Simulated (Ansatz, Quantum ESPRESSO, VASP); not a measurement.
## LaMnIn: programs and potentials compared

```
La In Mn
1.0
     4.59334    0.00000    0.00000
    -2.29667    3.97795    0.00000
     0.00000    0.00000    4.09656
La In Mn
1 1 1
Direct
  0.00000 0.00000 0.00000
  0.33333 0.66667 0.50000
  0.66667 0.33333 0.50000
```

The cell comes from a database or a generator and needn't be the stable form of this composition.

Alike in all runs: task single point; functional PBE; k mesh 7 × 7 × 7; occupations fermi-dirac, width 0.05 eV; collinear spin, ferromagnetic start; no spin-orbit coupling. Pressure is positive in compression and, in plane waves, holds the error of the finite cutoff, which Ansatz's Pulay term estimates and takes out.

| program and potentials | plane-wave cutoff (eV) | notes | pressure (GPa) | net moment per atom (μB) |
| --- | --- | --- | --- | --- |
| Ansatz, Ansatz PAW | 420 | 13 valence electrons an atom on average; Pulay term of +0.03 GPa included | 4.98 | 1.06 |
| Quantum ESPRESSO, SSSP 1.3 efficiency PBE | 884 | 13 valence electrons an atom on average | 5.10 | 1.06 |
| VASP, PBE PAW files In_d, La, Mn_pv, 520 eV | 520 | 12.33 valence electrons an atom on average | ? | ? |

Problem. Estimate from the other rows what the run with VASP, PBE PAW files In_d, La, Mn_pv, 520 eV gave.

Solution. Pressure 4.94 GPa; net moment per atom 1.06 μB. The other rows, which needn't bracket it: pressure 4.98 to 5.10; net moment per atom 1.06.
